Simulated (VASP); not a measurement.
# ZrC: Zr into a neighbouring Zr vacancy, part 4 of 4

Aim: the barrier for one hop in ZrC: Zr into a neighbouring Zr vacancy. The start is a cell from a database of measured crystal structures.

VASP 6.6.1; PBE; plane waves and PAW (Zr_sv, C).

So far. Step 3 (Relax the start): The run ended after 8 ionic steps, 0.411 eV below its first step, once the forces on the free atoms met EDIFFG = -0.05. Step 4 (Relax the end): The run ended after 6 ionic steps, 0.332 eV below its first step, once the forces on the free atoms met EDIFFG = -0.05.

The database entry behind the starting cell differs from later determinations by our own check (an axis about 0.7 % long against later determinations), so it need not match the best structure at ambient conditions.

## 5. Nudged elastic band

Images on a straight line between the ends relax across the path, while springs keep them spaced along it.

Input file INCAR:

```
SYSTEM = Zr7C8
PREC = Normal
ENCUT = 400
EDIFF = 1E-05
NELM = 120
ISMEAR = 1
SIGMA = 0.15
LREAL = Auto
ALGO = Fast
GGA = PE
NBANDS = 73
LASPH = .TRUE.
LWAVE = .FALSE.
LCHARG = .FALSE.
IMAGES = 5
SPRING = -5
IBRION = 3
POTIM = 0.15
NSW = 60
EDIFFG = -0.05
ISYM = 0
ISIF = 0
SMASS = 1
```

Input file POSCAR:

```
Zr7C8
1.0
    0.0000000000      4.7102354300      4.7102354300
    4.7102354300      0.0000000000      4.7102354300
    4.7102354300      4.7102354300      0.0000000000
Zr C
7 8
Direct
    0.2499697126      0.2504481088      0.7494053529
    0.2502038170      0.7500198694      0.2492670752
    0.2502318709      0.7503239792      0.7490589976
    0.7501561829      0.2502871221      0.2491494518
    0.7503587868      0.2501550567      0.7490823400
    0.7501666691      0.7502779929      0.2492631547
    0.7499686504      0.7504684896      0.7492213442
    0.0005252012      0.0000297183      0.9990189876
    0.9908003628      0.9908411647      0.5080283662
    0.9905850632      0.5099738906      0.9897900883
    0.9907265867      0.5099946490      0.5087440120
    0.5091254098      0.9910897998      0.9902742140
    0.5092487057      0.9913640376      0.5083572176
    0.5092492309      0.5097028055      0.9895521634
    0.5003333203      0.5003473406      0.4986279688
```

Input file KPOINTS:

```
Automatic mesh
0
Gamma
3 3 3
0 0 0
```

Input file 00/POSCAR:

```
Zr7C8
1.0
    0.0000000000      4.7102354300      4.7102354300
    4.7102354300      0.0000000000      4.7102354300
    4.7102354300      4.7102354300      0.0000000000
Zr C
7 8
Direct
    0.2499697126      0.2504481088      0.7494053529
    0.2502038170      0.7500198694      0.2492670752
    0.2502318709      0.7503239792      0.7490589976
    0.7501561829      0.2502871221      0.2491494518
    0.7503587868      0.2501550567      0.7490823400
    0.7501666691      0.7502779929      0.2492631547
    0.7499686504      0.7504684896      0.7492213442
    0.0005252012      0.0000297183      0.9990189876
    0.9908003628      0.9908411647      0.5080283662
    0.9905850632      0.5099738906      0.9897900883
    0.9907265867      0.5099946490      0.5087440120
    0.5091254098      0.9910897998      0.9902742140
    0.5092487057      0.9913640376      0.5083572176
    0.5092492309      0.5097028055      0.9895521634
    0.5003333203      0.5003473406      0.4986279688
```

Input file 01/POSCAR:

```
Zr7C8
1.0
    0.0000000000      4.7102354300      4.7102354300
    4.7102354300      0.0000000000      4.7102354300
    4.7102354300      4.7102354300      0.0000000000
Zr C
7 8
Direct
    0.2498429442      0.2502713640      0.6663721132
    0.2500618539      0.7499231115      0.2495377504
    0.2500820774      0.7501609150      0.7493573618
    0.7500724562      0.2500951618      0.2494286018
    0.7501749548      0.2500122924      0.7493775485
    0.7499965636      0.7500894389      0.2495457144
    0.7498739546      0.7502831325      0.7494820450
   -0.0012694944     -0.0017934786      1.0010836353
    0.9922059734      0.9922068702      0.5069686646
    0.9905197387      0.5096689935      0.9931522240
    0.9904781900      0.5098328946      0.5059157224
    0.5089438648      0.9909767270      0.9936011668
    0.5090986060      0.9911339892      0.5055865399
    0.5075828016      0.5079513904      0.9915786781
    0.5018455410      0.5017366590      0.4974621317
```

Input file 02/POSCAR:

```
Zr7C8
1.0
    0.0000000000      4.7102354300      4.7102354300
    4.7102354300      0.0000000000      4.7102354300
    4.7102354300      4.7102354300      0.0000000000
Zr C
7 8
Direct
    0.2497161757      0.2500946193      0.5833388735
    0.2499198909      0.7498263537      0.2498084256
    0.2499322838      0.7499978508      0.7496557259
    0.7499887296      0.2499032015      0.2497077519
    0.7499911229      0.2498695280      0.7496727571
    0.7498264581      0.7499008850      0.2498282741
    0.7497792588      0.7500977754      0.7497427457
   -0.0030641899     -0.0036166754      1.0031482831
    0.9936115839      0.9935725758      0.5059089629
    0.9904544143      0.5093640964      0.9965143596
    0.9902297934      0.5096711402      0.5030874328
    0.5087623198      0.9908636542      0.9969281197
    0.5089485062      0.9909039407      0.5028158621
    0.5059163722      0.5061999754      0.9936051928
    0.5033577617      0.5031259774      0.4962962947
```

Input file 03/POSCAR:

```
Zr7C8
1.0
    0.0000000000      4.7102354300      4.7102354300
    4.7102354300      0.0000000000      4.7102354300
    4.7102354300      4.7102354300      0.0000000000
Zr C
7 8
Direct
    0.2495894072      0.2499178746      0.5003056338
    0.2497779278      0.7497295958      0.2500791008
    0.2497824902      0.7498347866      0.7499540901
    0.7499050030      0.2497112412      0.2499869019
    0.7498072910      0.2497267636      0.7499679656
    0.7496563526      0.7497123310      0.2501108338
    0.7496845630      0.7499124183      0.7500034465
   -0.0048588855     -0.0054398723      1.0052129308
    0.9950171945      0.9949382814      0.5048492612
    0.9903890898      0.5090591993      0.9998764952
    0.9899813967      0.5095093858      0.5002591432
    0.5085807748      0.9907505814      1.0002550725
    0.5087984064      0.9906738923      0.5000451844
    0.5042499428      0.5044485604      0.9956317075
    0.5048699824      0.5045152958      0.4951304576
```

Input file 04/POSCAR:

```
Zr7C8
1.0
    0.0000000000      4.7102354300      4.7102354300
    4.7102354300      0.0000000000      4.7102354300
    4.7102354300      4.7102354300      0.0000000000
Zr C
7 8
Direct
    0.2494626388      0.2497411298      0.4172723941
    0.2496359647      0.7496328379      0.2503497759
    0.2496326967      0.7496717224      0.7502524543
    0.7498212763      0.2495192809      0.2502660519
    0.7496234590      0.2495839993      0.7502631741
    0.7494862470      0.7495237770      0.2503933934
    0.7495898673      0.7497270612      0.7502641473
   -0.0066535810     -0.0072630692      1.0072775785
    0.9964228051      0.9963039869      0.5037895596
    0.9903237653      0.5087543022      1.0032386309
    0.9897330000      0.5093476314      0.4974308535
    0.5083992297      0.9906375085      1.0035820254
    0.5086483067      0.9904438439      0.4972745067
    0.5025835135      0.5026971453      0.9976582222
    0.5063822030      0.5059046142      0.4939646205
```

Input file 05/POSCAR:

```
Zr7C8
1.0
    0.0000000000      4.7102354300      4.7102354300
    4.7102354300      0.0000000000      4.7102354300
    4.7102354300      4.7102354300      0.0000000000
Zr C
7 8
Direct
    0.2493358704      0.2495643850      0.3342391544
    0.2494940017      0.7495360801      0.2506204511
    0.2494829032      0.7495086582      0.7505508184
    0.7497375497      0.2493273206      0.2505452020
    0.7494396270      0.2494412350      0.7505583827
    0.7493161415      0.7493352231      0.2506759531
    0.7494951715      0.7495417041      0.7505248480
   -0.0084482766     -0.0090862660      1.0093422263
    0.9978284156      0.9976696924      0.5027298580
    0.9902584409      0.5084494051      1.0066007666
    0.9894846034      0.5091858770      0.4946025639
    0.5082176847      0.9905244357      1.0069089782
    0.5084982070      0.9902137954      0.4945038289
    0.5009170842      0.5009457302      0.9996847369
    0.5078944237      0.5072939326      0.4927987835
```

Input file 06/POSCAR:

```
Zr7C8
1.0
    0.0000000000      4.7102354300      4.7102354300
    4.7102354300      0.0000000000      4.7102354300
    4.7102354300      4.7102354300      0.0000000000
Zr C
7 8
Direct
    0.2492091019      0.2493876403      0.2512059147
    0.2493520386      0.7494393222      0.2508911263
    0.2493331096      0.7493455940      0.7508491826
    0.7496538230      0.2491353603      0.2508243520
    0.7492557951      0.2492984706      0.7508535912
    0.7491460360      0.7491466691      0.2509585128
    0.7494004757      0.7493563470      0.7507855488
   -0.0102429721     -0.0109094629      1.0114068740
    0.9992340262      0.9990353980      0.5016701563
    0.9901931164      0.5081445080      1.0099629022
    0.9892362067      0.5090241226      0.4917742743
    0.5080361397      0.9904113629      1.0102359311
    0.5083481072      0.9899837470      0.4917331512
    0.4992506548      0.4991943152      1.0017112516
    0.5094066444      0.5086832510      0.4916329464
```

The projector-augmented-wave data sets are Zr_sv and C (PBE family, release 64).

Command:

```console
$ mpirun -np 5 vasp_std
```

Output:

```text
[banner, memory and clock lines left out]
running    5 mpi-ranks, on    1 nodes
 each image running on    1 cores
[...]
01/POSCAR found :  2 types and      15 ions
 LDA part: xc-table for (Slater+PW92), standard interpolation
[...]
00/POSCAR found :  2 types and      15 ions
[...]
06/POSCAR found :  2 types and      15 ions
 POSCAR, INCAR and KPOINTS ok, starting setup
[...]
entering main loop
       N       E                     dE             d eps       ncg     rms          rms(c)
DAV:   1     0.932861488286E+03    0.93286E+03   -0.52998E+04  2044   0.131E+03
DAV:   2    -0.606788786030E+02   -0.99354E+03   -0.96126E+03  2378   0.407E+02
DAV:   3    -0.149779463877E+03   -0.89101E+02   -0.87404E+02  2952   0.981E+01
DAV:   4    -0.157902310352E+03   -0.81228E+01   -0.81072E+01  3152   0.262E+01
[...]
RMM:   9    -0.136519645123E+03    0.57757E-01   -0.11506E+00  2763   0.274E+00    0.196E+00
RMM:  10    -0.136498077979E+03    0.21567E-01   -0.48007E-01  2952   0.158E+00    0.920E-01
RMM:  11    -0.136525504253E+03   -0.27426E-01   -0.26468E-01  3065   0.112E+00    0.861E-01
WARNING in EDDRMM: call to ZHEGV failed, returncode =   6  3     46
RMM:  12    -0.136519279107E+03    0.62251E-02   -0.91772E-02  2788   0.875E-01    0.204E-01
RMM:  13    -0.136522631420E+03   -0.33523E-02   -0.35982E-02  3279   0.489E-01    0.200E-01
RMM:  14    -0.136522968690E+03   -0.33727E-03   -0.11550E-02  3403   0.239E-01    0.722E-02
RMM:  15    -0.136523367469E+03   -0.39878E-03   -0.44815E-03  3395   0.148E-01    0.319E-02
RMM:  16    -0.136523539862E+03   -0.17239E-03   -0.17710E-03  3316   0.925E-02    0.151E-02
WARNING in EDDRMM: call to ZHEGV failed, returncode =   8  4     16
RMM:  17    -0.136523617731E+03   -0.77869E-04   -0.73085E-04  3013   0.612E-02    0.680E-03
RMM:  18    -0.136523654276E+03   -0.36544E-04   -0.34518E-04  2835   0.422E-02    0.589E-03
WARNING in EDDRMM: call to ZHEGV failed, returncode =   8  4     24
RMM:  19    -0.136523670278E+03   -0.16002E-04   -0.14576E-04  2305   0.290E-02    0.278E-03
RMM:  20    -0.136523675492E+03   -0.52145E-05   -0.66497E-05  2069   0.214E-02
   1 F= -.13652368E+03 E0= -.13652616E+03  d E =-.136524E+03
[...]
WARNING in EDDRMM: call to ZHEGV failed, returncode =   8  4     27
[...]
WARNING in EDDRMM: call to ZHEGV failed, returncode =   8  4     24
[...]
WARNING in EDDRMM: call to ZHEGV failed, returncode =   6  3     21
[... from here on, the cycles between the ionic steps are left out ...]
   2 F= -.13685782E+03 E0= -.13686081E+03  d E =-.334148E+00
[...]
WARNING in EDDRMM: call to ZHEGV failed, returncode =   8  4     18
[...]
WARNING in EDDRMM: call to ZHEGV failed, returncode =   8  4     16
[...]
26 F= -.13778820E+03 E0= -.13778953E+03  d E =-.649715E-02
[...]
WARNING in EDDRMM: call to ZHEGV failed, returncode =   8  4     36
[...]
WARNING in EDDRMM: call to ZHEGV failed, returncode =   6  3     41
[...]
WARNING in EDDRMM: call to ZHEGV failed, returncode =   6  3     37
  31 F= -.13782038E+03 E0= -.13782157E+03  d E =-.927797E-02
[...]
WARNING in EDDRMM: call to ZHEGV failed, returncode =   6  3     33
[...]
WARNING in EDDRMM: call to ZHEGV failed, returncode =   8  4     50
WARNING in EDDRMM: call to ZHEGV failed, returncode =   8  4     56
  36 F= -.13795665E+03 E0= -.13795755E+03  d E =-.442955E-01
[...]
WARNING in EDDRMM: call to ZHEGV failed, returncode =   6  3     30
[...]
WARNING in EDDRMM: call to ZHEGV failed, returncode =   6  3     57
[...]
WARNING in EDDRMM: call to ZHEGV failed, returncode =   8  4     22
  41 F= -.13820550E+03 E0= -.13820684E+03  d E =-.230262E-01
[...]
WARNING in EDDRMM: call to ZHEGV failed, returncode =   8  4     13
[...]
WARNING in EDDRMM: call to ZHEGV failed, returncode =   8  4     23
WARNING in EDDRMM: call to ZHEGV failed, returncode =   8  4     23
[...]
WARNING in EDDRMM: call to ZHEGV failed, returncode =   6  3     40
[...]
WARNING in EDDRMM: call to ZHEGV failed, returncode =   6  3     30
[...]
WARNING in EDDRMM: call to ZHEGV failed, returncode =   6  3     37
[...]
WARNING in EDDRMM: call to ZHEGV failed, returncode =   8  4     15
[...]
WARNING in EDDRMM: call to ZHEGV failed, returncode =   6  3     12
WARNING in EDDRMM: call to ZHEGV failed, returncode =   8  4     12
WARNING in EDDRMM: call to ZHEGV failed, returncode =   6  3      9
[...]
WARNING in EDDRMM: call to ZHEGV failed, returncode =   8  4     15
  46 F= -.13815489E+03 E0= -.13815625E+03  d E =-.292027E-01
[...]
WARNING in EDDRMM: call to ZHEGV failed, returncode =   6  3     31
[...]
WARNING in EDDRMM: call to ZHEGV failed, returncode =   6  3     17
[...]
WARNING in EDDRMM: call to ZHEGV failed, returncode =   8  4     12
[...]
WARNING in EDDRMM: call to ZHEGV failed, returncode =   8  4     20
[...]
WARNING in EDDRMM: call to ZHEGV failed, returncode =   6  3     14
[...]
WARNING in EDDRMM: call to ZHEGV failed, returncode =   6  3     32
[...]
WARNING in EDDRMM: call to ZHEGV failed, returncode =   6  3     24
  51 F= -.13815899E+03 E0= -.13816026E+03  d E =0.256926E-01
[...]
WARNING in EDDRMM: call to ZHEGV failed, returncode =   6  3     29
[...]
WARNING in EDDRMM: call to ZHEGV failed, returncode =   8  4     32
[...]
WARNING in EDDRMM: call to ZHEGV failed, returncode =   6  3     39
[...]
WARNING in EDDRMM: call to ZHEGV failed, returncode =   6  3     16
  56 F= -.13812401E+03 E0= -.13812523E+03  d E =-.106966E-01
[...]
WARNING in EDDRMM: call to ZHEGV failed, returncode =   6  3     41
  59 F= -.13819009E+03 E0= -.13819142E+03  d E =-.229468E-01
  60 F= -.13820535E+03 E0= -.13820667E+03  d E =-.152604E-01
damped:  g(F)=  0.262E+00 g(S)=  0.000E+00 dE (1.order)=-0.480E+00
```

It took 78 min on 5 MPI ranks of Intel Xeon Platinum 8488C (Sapphire Rapids), shared host; peak memory 1.3 GiB.

Parts of OUTCAR (step 5):

```text
  tangential force (eV/A)         1.116422
  left and right image   0.341858  0.971088 A

  tangential force (eV/A)         1.943031
  left and right image   0.313801  0.997677 A

 k-point     1 :       0.0000    0.0000    0.0000
  band No.  band energies     occupation
    ...
     50       6.3972      2.00000
     51       6.4019      2.00000
     52       7.1335      2.00009
     53       7.1350      2.00010
     54       7.1388      2.00011
     55       8.1787     -0.00000
     56       8.1798     -0.00000
     57       8.1860     -0.00000
     58       8.2366     -0.00000
     59       8.2368     -0.00000
    ...

 POSITION                                       TOTAL-FORCE (eV/Angst)
 -----------------------------------------------------------------------------------
      4.74026      4.73853      2.36003         0.071064      0.074944      0.000545
      4.75853      2.39532      4.72432        -0.012935      0.040902     -0.066866
      7.10666      4.75730      4.70615         0.043377     -0.016801      0.067510
      2.39651      4.75732      4.72459         0.042047     -0.015734     -0.068528
      4.75854      7.10547      4.70616        -0.013815      0.040388      0.068575
      4.75948      4.75809      7.07045        -0.027365     -0.028107     -0.000489
      7.11223      7.11036      7.07046        -0.004718     -0.003964     -0.001636
      4.75563      4.75491      9.42633         0.002591     -0.006252     -0.013687
      7.12400      7.12274      9.33849        -0.059694     -0.062998     -0.006899
      7.10018      9.38021      7.07058         0.060949     -0.019069      0.001615
      4.84916      7.10113      7.07072        -0.035861      0.022660     -0.004090
      9.38269      7.09847      7.07022        -0.025254      0.062514      0.006278
      7.10268      4.84662      7.07064         0.023286     -0.029121     -0.000582
      7.12443      7.12273      4.80218        -0.065669     -0.062292      0.006876
      4.75564      4.75443      4.71496         0.001996      0.002931      0.011376
 -----------------------------------------------------------------------------------
    total drift:                               -0.006885     -0.005541     -0.004131

  FREE ENERGIE OF THE ION-ELECTRON SYSTEM (eV)
  ---------------------------------------------------
  free  energy   TOTEN  =      -138.2053468248 eV

  energy  without entropy=     -138.2093271247  energy(sigma->0) =     -138.20667359

  tangential force (eV/A)         2.758493
  left and right image   0.268445  1.013217 A

[... 5 parts as in an earlier step ...]

[... 10 further parts left out ...]
[key lines of the parts left out:]
E-fermi :   7.6018
```

CONTCAR:

```
Zr7C8
   1.00000000000000
     0.0000000000000000    4.7102354300000000    4.7102354300000000
     4.7102354300000000    0.0000000000000000    4.7102354300000000
     4.7102354300000000    4.7102354300000000    0.0000000000000000
  Zr              C
     7     8
Direct
     0.2503386628875900    0.2507050934473659    0.7556688752928445
     0.2506365986802826    0.7523541767709897    0.2578993625885106
     0.2501776431190760    0.7489549584998135    0.7598135945207888
     0.7521283931626435    0.2509191912512769    0.2578679121903077
     0.7486976471497323    0.2504361800824219    0.7598183125761935
     0.7503940864135502    0.7506887386773469    0.2597650156738579
     0.7503433200666133    0.7507405541799103    0.7592115534688174
     1.0005455151352165    1.0006982085954668    0.0089396669878944
     0.9911636049021172    0.9914319559128378    0.5210196050969156
     0.9925840117064517    0.5085254821781496    0.9988683869085362
     0.9896195347711851    0.5115191368141755    0.5179754573967913
     0.5080428783726829    0.9929903586143773    0.9989885612305587
     0.5110765105433810    0.9900453274665216    0.5178786628557100
     0.5095803924824969    0.5099400535685230    1.0026018115422475
     0.5003734406110135    0.5006301144344006    0.5090098472743232
```

The band used up its steps before its forces met the threshold, so no barrier is taken from it.

## 6. Outcome

| Item | Value |
| --- | --- |
| result | none |

In words: The session ends without its result: «nudged elastic band» used up its steps.

[Lines on the potential files, build, host, timing and source positions are cut from VASP's logs without a mark.]

[Logs are printed without paths, hosts, clocks, repeated set-up lines and the standing remarks that a program may print on its own settings, such as how far it seeks lower states.]

[Hosts, paths, dates, database ids (printed as entryN), source tags and the programs' standing remarks are cut or masked in the printed files.]

[Runs that stopped without an error message from VASP are left out.]
